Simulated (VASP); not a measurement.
Computed with optB88-vdW, VASP's PBE PAW potentials (set 64) (plane waves; VASP).

The input files of a VASP run:

**INCAR**
```
LCHARG = .False.
EDIFF = 1E-7
LASPH = .True.   # aspherical one-centre terms
PARAM1 = 0.1833333333
SIGMA = 0.1   # width (eV)
LWAVE = .False.
ISMEAR = 1   # Methfessel-Paxton
PREC = Accurate
LUSE_VDW = .True.
AGGAC = 0.0
NELM = 100   # most electronic steps
SYSTEM = PtAl2
ENCUT = 520   # plane-wave cut-off (eV)
LREAL = .False.   # projection in real space or not
ISIF = 2
PARAM2 = 0.22
LMAXMIX = 6   # l cut-off of mixed one-centre charges
ALGO = Normal   # blocked Davidson
GGA = BO
```

### KPOINTS
```
Automatic mesh
0
Gamma
  9 9 9
0 0 0
```

POSCAR:
```
PtAl2
1.0
  0.0000000000   2.9100771455   2.9100771455
  2.9100771455   0.0000000000   2.9100771455
  2.9100771455   2.9100771455   0.0000000000
Al Pt
2 1
Cart
  1.4550385727   1.4550385727   1.4550385727
  4.3651157182   4.3651157182   4.3651157182
  0.0000000000   0.0000000000   0.0000000000
```

POTCAR, in this order: Al Pt (PBE.64 set). Program: vasp_std.

Unless said otherwise, spin-orbit coupling is left out, though it shifts the bands of the heavy elements here.

**Question.** Estimate the energy per atom (σ→0), pressure, band gap (on the k-mesh).

**Answer.** 
- energy per atom (σ→0) = -347.2 kJ/mol of atoms
- band gap (on the k-mesh) = none (metal, semimetal or under 0.01 eV)
- pressure = 9.14 GPa

**OSZICAR**
```
...
DAV:   7    -0.108193777667E+02    0.66429E-01   -0.14356E-01   908   0.385E+00    0.176E+00
DAV:   8    -0.107956757097E+02    0.23702E-01   -0.33502E-02   988   0.200E+00    0.228E-01
DAV:   9    -0.107960392081E+02   -0.36350E-03   -0.15110E-03   992   0.376E-01    0.161E-01
DAV:  10    -0.107961970836E+02   -0.15788E-03   -0.34931E-04   980   0.173E-01    0.156E-02
DAV:  11    -0.107961958016E+02    0.12821E-05   -0.12795E-05  1048   0.396E-02    0.903E-03
DAV:  12    -0.107961963745E+02   -0.57290E-06   -0.20204E-06   948   0.125E-02    0.222E-03
DAV:  13    -0.107961963116E+02    0.62895E-07   -0.67397E-07   988   0.839E-03
   1 F= -.10796196E+02 E0= -.10796499E+02  d E =0.907310E-03
```

The compound is PtAl2 in the fluorite structure. This cell is one point of a volume scan, at 0.94 of the reference volume.
